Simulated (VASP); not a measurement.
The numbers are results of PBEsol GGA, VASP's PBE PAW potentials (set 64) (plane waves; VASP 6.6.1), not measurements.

A VASP calculation is set up with these files.

POSCAR:
```
Rh
1.0
  2.4860100000   0.0000000000   0.0000000000
  0.0000000000   2.4860100000   0.0000000000
  0.0000000000   0.0000000000   2.4860100000
Rh
1
Cart
  0.0000000000   0.0000000000   0.0000000000
```

**INCAR**
```
PREC = Accurate
SYSTEM = Rh
EDIFFG = -0.01   ! ionic stop
ENCUT = 400
ISIF = 3   ! ions, shape and volume
EDIFF = 1E-6
LCHARG = .False.
ALGO = Normal   ! blocked Davidson
NELM = 100   ! most electronic steps
LASPH = .True.   ! aspherical one-centre terms
SIGMA = 0.1   ! width (eV)
LREAL = .False.   ! projection in real space or not
GGA = PS
LMAXMIX = 4   ! l cut-off of mixed one-centre charges
ISMEAR = 1   ! Methfessel-Paxton
NSW = 60   ! most ionic steps
IBRION = 2   ! conjugate gradients
LWAVE = .False.
```

KPOINTS:
```
Automatic mesh
0
Gamma
13 13 13
0 0 0
```

POTCAR, in this order: Rh_pv (PBE.64 set). Program: vasp_std.

Question: Estimate the energy per atom (σ→0), volume per atom, band gap (on the k-mesh).

Answer: 
The energy per atom (σ→0) is -7.248 eV/atom and the band gap (on the k-mesh) is none (metal, semimetal or under 0.01 eV). The volume per atom is 15.53 Å^3/atom.

OSZICAR:
```
...
DAV:   1    -0.742365698082E+01   -0.18188E+00   -0.26043E+00  1902   0.257E+01    0.318E+00
DAV:   2    -0.724773047863E+01    0.17593E+00   -0.49322E-01  1902   0.101E+01    0.458E-01
DAV:   3    -0.724728510203E+01    0.44538E-03   -0.33698E-03  2001   0.682E-01    0.293E-01
DAV:   4    -0.724772306241E+01   -0.43796E-03   -0.13532E-03  1938   0.392E-01    0.162E-02
DAV:   5    -0.724772618402E+01   -0.31216E-05   -0.17017E-05  2107   0.482E-02    0.914E-03
DAV:   6    -0.724771967345E+01    0.65106E-05   -0.10108E-06  1343   0.151E-02    0.104E-03
DAV:   7    -0.724771981062E+01   -0.13718E-06   -0.48371E-08   951   0.293E-03
   3 F= -.72477198E+01 E0= -.72476456E+01  d E =-.126079E-02
```

The structure was generated: Rh was put into the simple-cubic type (Pm-3m), which need not be its known phase. This run relaxes it. Symmetry was kept, so distortions that lower it aren't found.
